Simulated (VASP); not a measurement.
Output of a VASP run:

**OUTCAR**
```
 ion  position               nearest neighbor table
   1  0.667  0.333  0.501-   4 2.00   4 2.00   4 2.00   3 2.01
   2  0.333  0.667  0.001-   3 2.00   3 2.00   3 2.00   4 2.01
   3  0.667  0.333  0.881-   2 2.00   2 2.00   2 2.00   1 2.01
   4  0.333  0.667  0.381-   1 2.00   1 2.00   1 2.00   2 2.01
  LATTYP: Found a hexagonal cell.
 ALAT       =     3.2837304261
 C/A-ratio  =     1.6112840002
 Subroutine PRICEL returns:
 Original cell was already a primitive cell.
 Subroutine GETGRP returns: Found 12 space group operations
The static configuration has the point symmetry C_3v.
 The point group associated with its full space group is C_6v.
The dynamic configuration has the point symmetry C_3v.
 Subroutine INISYM returns: Found 12 space group operations
 Subroutine IBZKPT returns following result:
 Found     30 irreducible k-points:

 Following reciprocal coordinates:
            Coordinates               Weight
  0.000000  0.000000  0.000000      1.000000
  0.125000 -0.000000  0.000000      6.000000
  0.250000 -0.000000  0.000000      6.000000
  0.375000 -0.000000  0.000000      6.000000
  0.500000 -0.000000  0.000000      3.000000
  0.125000  0.125000  0.000000      6.000000
  0.250000  0.125000  0.000000     12.000000
  0.375000  0.125000  0.000000     12.000000
  0.250000  0.250000  0.000000      6.000000
  0.375000  0.250000  0.000000      6.000000
  0.000000  0.000000  0.250000      2.000000
  0.125000 -0.000000  0.250000     12.000000
  0.250000 -0.000000  0.250000     12.000000
  0.375000 -0.000000  0.250000     12.000000
  0.500000 -0.000000  0.250000      6.000000
  0.125000  0.125000  0.250000     12.000000
  0.250000  0.125000  0.250000     24.000000
  0.375000  0.125000  0.250000     24.000000
  0.250000  0.250000  0.250000     12.000000
  0.375000  0.250000  0.250000     12.000000
  0.000000  0.000000  0.500000      1.000000
  0.125000 -0.000000  0.500000      6.000000
  0.250000 -0.000000  0.500000      6.000000
  0.375000 -0.000000  0.500000      6.000000
  0.500000 -0.000000  0.500000      3.000000
  0.125000  0.125000  0.500000      6.000000
  0.250000  0.125000  0.500000     12.000000
  0.375000  0.125000  0.500000     12.000000
  0.250000  0.250000  0.500000      6.000000
  0.375000  0.250000  0.500000      6.000000
   k-points           NKPTS =     30   k-points in BZ     NKDIM =     30   number of bands    NBANDS=     22
   number of dos      NEDOS =    301   number of ions     NIONS =      4
   total plane-waves  NPLWV =  23040
   dimension x,y,z NGX =    24 NGY =   24 NGZ =   40
   dimension x,y,z NGXF=    48 NGYF=   48 NGZF=   80
   ions per type =               2   2
   PREC   = accura    normal or accurate (medium, high low for compatibility)
   ISTART =      0    job   : 0-new  1-cont  2-samecut
   ICHARG =      2    charge: 1-file 2-atom 10-const
   ISPIN  =      1    spin polarized calculation?
   LNONCOLLINEAR =      F non collinear calculations
   LSORBIT =      F    spin-orbit coupling
   INIWAV =      1    electr: 0-lowe 1-rand  2-diag
   ENCUT  =  520.0 eV  38.22 Ry    6.18 a.u.   6.11  6.11  9.84*2*pi/ulx,y,z
   NELM   =    100;   NELMIN=  2; NELMDL= -5     # of ELM steps
   EDIFF  = 0.1E-06   stopping-criterion for ELM
   LREAL  =      F    real-space projection
   NLSPLINE    = F    spline interpolate recip. space projectors
   LMAXMIX     =    4 max onsite mixed and CHGCAR
   VOSKOWN=      0    Vosko Wilk Nusair interpolation
   EDIFFG = -.1E-01   stopping-criterion for IOM
   NSW    =     30    number of steps for IOM
   NBLOCK =      1;   KBLOCK =     30    inner block; outer block
   IBRION =      2    ionic relax: 0-MD 1-quasi-New 2-CG
   NFREE  =      1    steps in history (QN), initial steepest desc. (CG)
   ISIF   =      4    stress and relaxation
   ISYM   =      2    0-nonsym 1-usesym 2-fastsym
   TEIN   =    0.0    initial temperature
   TEBEG  =    0.0;   TEEND  =   0.0 temperature during run
   SMASS  =  -3.00    Nose mass-parameter (am)
...
```

### OSZICAR
```
       N       E                     dE             d eps       ncg     rms          rms(c)
DAV:   1     0.293538203145E+03    0.29354E+03   -0.18867E+04  1320   0.235E+03
DAV:   2     0.117465663632E+02   -0.28179E+03   -0.27174E+03  1404   0.443E+02
DAV:   3    -0.192090075162E+02   -0.30956E+02   -0.30726E+02  1572   0.154E+02
DAV:   4    -0.198024490488E+02   -0.59344E+00   -0.59286E+00  1422   0.230E+01
DAV:   5    -0.198070084478E+02   -0.45594E-02   -0.45592E-02  1554   0.196E+00    0.145E+01
DAV:   6    -0.163939305753E+02    0.34131E+01   -0.12021E+01  2278   0.730E+01    0.874E+00
DAV:   7    -0.165734020934E+02   -0.17947E+00   -0.26700E+00  1414   0.196E+01    0.522E+00
DAV:   8    -0.166068180561E+02   -0.33416E-01   -0.77444E-01  1986   0.904E+00    0.177E+00
DAV:   9    -0.165468626845E+02    0.59955E-01   -0.18319E-01  2060   0.788E+00    0.315E-01
DAV:  10    -0.165509421499E+02   -0.40795E-02   -0.56461E-02  1332   0.173E+00    0.175E-01
DAV:  11    -0.165509884390E+02   -0.46289E-04   -0.15338E-03  1822   0.495E-01    0.471E-02
DAV:  12    -0.165510894058E+02   -0.10097E-03   -0.16208E-04  1658   0.204E-01    0.491E-02
DAV:  13    -0.165510796423E+02    0.97635E-05   -0.77976E-05  1704   0.162E-01    0.150E-02
DAV:  14    -0.165510812240E+02   -0.15817E-05   -0.31903E-05  1464   0.593E-02    0.460E-03
DAV:  15    -0.165510809473E+02    0.27669E-06   -0.28571E-06  1928   0.208E-02    0.322E-03
DAV:  16    -0.165510808196E+02    0.12767E-06   -0.32482E-07  1356   0.661E-03    0.160E-03
DAV:  17    -0.165510808083E+02    0.11323E-07   -0.96229E-08   666   0.532E-03
   1 F= -.16551081E+02 E0= -.16551081E+02  d E =-.165511E+02
       N       E                     dE             d eps       ncg     rms          rms(c)
DAV:   1    -0.165511026100E+02   -0.21790E-04   -0.17557E-02  1320   0.107E+00    0.492E-02
DAV:   2    -0.165511325668E+02   -0.29957E-04   -0.55871E-04  1494   0.253E-01    0.284E-02
DAV:   3    -0.165511196615E+02    0.12905E-04   -0.10165E-05  1874   0.538E-02    0.106E-02
DAV:   4    -0.165511183509E+02    0.13106E-05   -0.65592E-06  1722   0.323E-02    0.186E-03
DAV:   5    -0.165511184548E+02   -0.10386E-06   -0.15449E-06  1326   0.146E-02    0.103E-03
DAV:   6    -0.165511184409E+02    0.13926E-07   -0.89340E-08   696   0.636E-03
   2 F= -.16551118E+02 E0= -.16551118E+02  d E =-.376326E-04
```

OUTCAR:
```
------------------------ aborting loop because EDIFF is reached ----------------------------------------
  FORCE on cell =-STRESS in cart. coord.  units (eV):
  Direction    XX          YY          ZZ          XY          YZ          ZX
  --------------------------------------------------------------------------------------
  Total        1.1711277      1.1711281      1.2035727      0.0000000      0.0000000     -0.0000000
  in kB       37.9760392     37.9760518     39.0281297      0.0000000      0.0000000     -0.0000000
  external PRESSURE =      38.3267402 kB  Pullay stress =       0.0000000 kB
  volume of cell :       49.41
      direct lattice vectors                 reciprocal lattice vectors
     1.642116907 -2.844230388  0.000000000     0.304485021 -0.175794479 -0.000000000
     1.642116907  2.844230388 -0.000000000     0.304485021  0.175794479  0.000000000
     0.000000000 -0.000000000  5.289399162     0.000000000  0.000000000  0.189057390
  FREE ENERGIE OF THE ION-ELECTRON SYSTEM (eV)
  ---------------------------------------------------
  free  energy   TOTEN  =       -16.5511184409 eV

  energy  without entropy=      -16.5511184409  energy(sigma->0) =      -16.55111844

 reached required accuracy - stopping structural energy minimisation
```
(Selected blocks of OUTCAR.)

File POSCAR:
```
ZnO
1
    1.6418650138    -2.8437940832     0.0000000000
    1.6418650138     2.8437940832     0.0000000000
    0.0000000000     0.0000000000     5.2910222965
Zn O
2 2
Direct
  0.6666670000   0.3333330000   0.5009348263
  0.3333330000   0.6666670000   0.0009348263
  0.6666670000   0.3333330000   0.8810651737
  0.3333330000   0.6666670000   0.3810651737
```

**Question.** Write an INCAR and KPOINTS that could have produced this output.

**Answer.** One answer among several that fit: the input of the run itself, revPBE GGA, plane waves, VASP's PBE PAW potentials (set 64).

### INCAR
```
# general
SYSTEM =ZnO
PREC   =Accurate
ENCUT  =520   # plane-wave cut-off (eV)
LREAL  =.FALSE.   # projection in real space or not
LASPH  =.TRUE.

# electronic loop
EDIFF  =1E-7   # SCF stop (eV)
NELM   =100   # most electronic steps
ALGO   =Normal
LMAXMIX=4

# smearing
ISMEAR =0   # Gaussian
SIGMA  =0.05   # width (eV)

# functional
GGA    =RE

# ions
IBRION =2   # conjugate gradients
NSW    =30
ISIF   =4   # ions and shape, fixed volume
EDIFFG =-0.01

# output
LWAVE  =.FALSE.
LCHARG =.FALSE.
```

File KPOINTS:
```
Automatic mesh
0
Gamma
8 8 4
0 0 0
```

POTCAR, in this order: Zn O (PBE.64 set). Program: vasp_std.

The compound is ZnO in the wurtzite structure. This cell is one point of a volume scan, at 0.97 of the reference volume. Symmetry was kept, so distortions that lower it aren't found.
